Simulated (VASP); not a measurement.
Method: vdW-DF2, VASP's PBE PAW potentials (set 64) (plane waves; VASP).

A VASP calculation is set up with these files.

**KPOINTS**
```
Regular mesh
0
G
7 7 7
0 0 0
```

POSCAR:
```
Na2S
1.0
  0.0000000000   3.2910542032   3.2910542032
  3.2910542032   0.0000000000   3.2910542032
  3.2910542032   3.2910542032   0.0000000000
Na S
2 1
Cart
  1.6455271016   1.6455271016   1.6455271016
  4.9365813048   4.9365813048   4.9365813048
  0.0000000000   0.0000000000   0.0000000000
```

INCAR:
```
# general
SYSTEM  =Na2S
PREC    =Accurate
ENCUT   =520
LREAL   =.False.   # projection in real space or not
LASPH   =.True.   # aspherical one-centre terms

# electronic loop
EDIFF   =1E-7   # SCF stop (eV)
NELM    =100   # most electronic steps
ALGO    =Normal   # blocked Davidson

# smearing
ISMEAR  =-5

# functional
GGA     =ML
LUSE_VDW=.True.
AGGAC   =0.0
ZAB_VDW =-1.8867

# ions
ISIF    =2

# output
LWAVE   =.False.
LCHARG  =.True.
LORBIT  =11   # lm-projected
NEDOS   =601

# other
LEFG    =.True.
```

POTCAR, in this order: Na_pv S (PBE.64 set). Program: vasp_std.

### Question
What will the output report for the number of irreducible k-points (NKPTS), largest plane-wave count, number of space-group operations, FFT grid (NGX, NGY, NGZ)?

### Answer

```
Property                                      Result
--------------------------------------  ------------
number of irreducible k-points (NKPTS)            20
largest plane-wave count                        1940
number of space-group operations                  48
FFT grid (NGX, NGY, NGZ)                36 × 36 × 36
```

The compound is Na2S in the antifluorite structure. It was relaxed first.
